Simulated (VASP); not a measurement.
Input:

```
CELL_PARAMETERS angstrom
      0.00000     2.96073     2.96073
      2.96073     0.00000     2.96073
      2.96073     2.96073     0.00000
ATOMIC_POSITIONS crystal
  Al 0.25000 0.25000 0.25000
  Al 0.75000 0.75000 0.75000
  Pt 0.00000 0.00000 0.00000
```

The numbers are results of optB86b-vdW, VASP's PBE PAW potentials (set 64) (plane waves; VASP), not measurements. Run with 520 eV cut-off, Gaussian smearing of 0.050 eV, potentials Al Pt.

Give the energies of bands 1 to 11 at the high-symmetry points, in eV from the Fermi level.

| band | Γ | X | U | L | W |
|---|---|---|---|---|---|
| 1 | -10.19 | -6.25 | -6.44 | -7.88 | -5.99 |
| 2 | -5.04 | -6.06 | -5.90 | -6.08 | -5.99 |
| 3 | -5.04 | -5.81 | -5.55 | -4.72 | -5.40 |
| 4 | -5.04 | -3.78 | -4.31 | -4.72 | -5.06 |
| 5 | -3.69 | -3.78 | -3.96 | -3.72 | -3.78 |
| 6 | -3.69 | -3.43 | -3.63 | -3.47 | -3.26 |
| 7 | 2.92 | -3.20 | -3.05 | -3.47 | -2.78 |
| 8 | 3.80 | -1.60 | -2.01 | 1.01 | -2.78 |
| 9 | 3.80 | -1.60 | -0.61 | 1.01 | -0.89 |
| 10 | 3.80 | 3.10 | 3.28 | 3.77 | 5.18 |
| 11 | 5.38 | 3.37 | 5.39 | 5.13 | 5.18 |

It has no gap at this level: it comes out as a metal or semimetal.

The compound is PtAl2 in the fluorite structure. It was relaxed first.
